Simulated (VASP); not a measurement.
These are vdW-DF-cx, VASP's PBE PAW potentials (set 64) (plane waves; VASP) values and carry that method's errors.

VASP ran on this input.

### INCAR
```
AGGAC = 0.0
LUSE_VDW = .True.
ISIF = 2   ! forces and stress, cell fixed
LCHARG = .False.
ENCUT = 520   ! plane-wave cut-off (eV)
LMAXMIX = 4
LWAVE = .False.
LREAL = .False.
ALGO = Normal   ! blocked Davidson
EDIFF = 1E-7   ! SCF stop (eV)
SIGMA = 0.05   ! width (eV)
ISMEAR = 0   ! Gaussian
GGA = CX
NELM = 100
PREC = Accurate
LASPH = .True.   ! aspherical one-centre terms
SYSTEM = BaZrO3
```

POSCAR:
```
BaZrO3
4.1131830
  0.9999998934   0.0000000000   0.0000000000
  0.0000000000   0.9999998934   0.0000000000
  0.0000000000   0.0000000000   0.9999998934
Ba Zr O
1 1 3
Cartesian
  0.0000000000   0.0000000000   0.0000000000
  0.4999999467   0.4999999467   0.4999999467
  0.4999999467   0.0000000000   0.4999999467
  0.0000000000   0.4999999467   0.4999999467
  0.4999999467   0.4999999467   0.0000000000
```

File KPOINTS:
```
Automatic
0
gamma
 5 5 5
```

POTCAR, in this order: Ba_sv Zr_sv O (PBE.64 set). Program: vasp_std.

Output

### OUTCAR
```
 ion  position               nearest neighbor table
   1  0.000  0.000  0.000-   3 2.91   4 2.91   5 2.91   3 2.91   4 2.91   4 2.91   5 2.91   4 2.91
                             3 2.91   5 2.91   3 2.91   5 2.91   2 3.56   2 3.56   2 3.56   2 3.56
   2  0.500  0.500  0.500-   3 2.06   4 2.06   5 2.06   5 2.06   3 2.06   4 2.06   1 3.56   1 3.56
                             1 3.56   1 3.56   1 3.56   1 3.56   1 3.56   1 3.56
   3  0.500  0.000  0.500-   2 2.06   2 2.06   1 2.91   1 2.91   1 2.91   1 2.91
   4  0.000  0.500  0.500-   2 2.06   2 2.06   1 2.91   1 2.91   1 2.91   1 2.91
   5  0.500  0.500  0.000-   2 2.06   2 2.06   1 2.91   1 2.91   1 2.91   1 2.91
  LATTYP: Found a simple cubic cell.
 ALAT       =     4.1131825614
 Subroutine PRICEL returns:
 Original cell was already a primitive cell.
 Subroutine GETGRP returns: Found 48 space group operations
The static configuration has the point symmetry O_h .
The dynamic configuration has the point symmetry O_h .
 Subroutine INISYM returns: Found 48 space group operations
 Subroutine IBZKPT returns following result:
 Found     10 irreducible k-points:

 Following reciprocal coordinates:
            Coordinates               Weight
  0.000000  0.000000  0.000000      1.000000
  0.200000  0.000000  0.000000      6.000000
  0.400000  0.000000  0.000000      6.000000
  0.200000  0.200000  0.000000     12.000000
  0.400000  0.200000  0.000000     24.000000
  0.400000  0.400000  0.000000     12.000000
  0.200000  0.200000  0.200000      8.000000
  0.400000  0.200000  0.200000     24.000000
  0.400000  0.400000  0.200000     24.000000
  0.400000  0.400000  0.400000      8.000000
   k-points           NKPTS =     10   k-points in BZ     NKDIM =     10   number of bands    NBANDS=     24
   number of dos      NEDOS =    301   number of ions     NIONS =      5
   total plane-waves  NPLWV =  32768
   dimension x,y,z NGX =    32 NGY =   32 NGZ =   32
   dimension x,y,z NGXF=    64 NGYF=   64 NGZF=   64
   ions per type =               1   1   3
   PREC   = accura    normal or accurate (medium, high low for compatibility)
   ISTART =      0    job   : 0-new  1-cont  2-samecut
   ICHARG =      2    charge: 1-file 2-atom 10-const
...
```

**OSZICAR**
```
       N       E                     dE             d eps       ncg     rms          rms(c)
DAV:   1     0.342352332849E+03    0.34235E+03   -0.22758E+04   480   0.166E+03
DAV:   2    -0.188144330763E+02   -0.36117E+03   -0.35274E+03   608   0.397E+02
DAV:   3    -0.396647245362E+02   -0.20850E+02   -0.20831E+02   816   0.952E+01
DAV:   4    -0.400193050281E+02   -0.35458E+00   -0.35451E+00   664   0.104E+01
DAV:   5    -0.400269605691E+02   -0.76555E-02   -0.76552E-02   696   0.111E+00    0.343E+01
DAV:   6    -0.329493403844E+02    0.70776E+01   -0.42815E+01   560   0.441E+01    0.158E+01
DAV:   7    -0.329531525050E+02   -0.38121E-02   -0.29854E+00   696   0.104E+01    0.892E+00
DAV:   8    -0.329421341503E+02    0.11018E-01   -0.26940E-01   624   0.434E+00    0.706E-01
DAV:   9    -0.329398180172E+02    0.23161E-02   -0.54974E-02   640   0.140E+00    0.422E-01
DAV:  10    -0.329410993822E+02   -0.12814E-02   -0.13659E-02   688   0.106E+00    0.210E-01
DAV:  11    -0.329408148857E+02    0.28450E-03   -0.16236E-03   624   0.358E-01    0.346E-02
DAV:  12    -0.329408497479E+02   -0.34862E-04   -0.11681E-04   632   0.866E-02    0.313E-02
DAV:  13    -0.329408518203E+02   -0.20723E-05   -0.11487E-05   712   0.255E-02    0.394E-03
DAV:  14    -0.329408519173E+02   -0.96996E-07   -0.22922E-06   568   0.117E-02    0.212E-03
DAV:  15    -0.329408519668E+02   -0.49565E-07   -0.31235E-07   536   0.390E-03
   1 F= -.32940852E+02 E0= -.32940852E+02  d E =-.500478E-11
```

### OUTCAR
```
------------------------ aborting loop because EDIFF is reached ----------------------------------------
  FORCE on cell =-STRESS in cart. coord.  units (eV):
  Direction    XX          YY          ZZ          XY          YZ          ZX
  --------------------------------------------------------------------------------------
  Total        4.9819194      4.9819194      4.9819194      0.0000000     -0.0000000     -0.0000000
  in kB      114.7026165    114.7026165    114.7026165      0.0000000     -0.0000000     -0.0000000
  external PRESSURE =     114.7026165 kB  Pullay stress =       0.0000000 kB
  volume of cell :       69.59
      direct lattice vectors                 reciprocal lattice vectors
     4.113182561  0.000000000  0.000000000     0.243120743  0.000000000  0.000000000
     0.000000000  4.113182561  0.000000000     0.000000000  0.243120743  0.000000000
     0.000000000  0.000000000  4.113182561     0.000000000  0.000000000  0.243120743
 POSITION                                       TOTAL-FORCE (eV/Angst)
 -----------------------------------------------------------------------------------
      0.00000      0.00000      0.00000         0.000000      0.000000      0.000000
      2.05659      2.05659      2.05659         0.000000      0.000000      0.000000
      2.05659      0.00000      2.05659         0.000000      0.000000      0.000000
      0.00000      2.05659      2.05659         0.000000      0.000000      0.000000
      2.05659      2.05659      0.00000         0.000000      0.000000      0.000000
 -----------------------------------------------------------------------------------
    total drift:                                0.000000     -0.000000     -0.000000
  FREE ENERGIE OF THE ION-ELECTRON SYSTEM (eV)
  ---------------------------------------------------
  free  energy   TOTEN  =       -32.9408519668 eV

  energy  without entropy=      -32.9408519668  energy(sigma->0) =      -32.94085197
```
(Selected blocks of OUTCAR.)

The compound is BaZrO3 in the cubic perovskite structure. This cell is one point of a volume scan, at 0.94 of the reference volume.
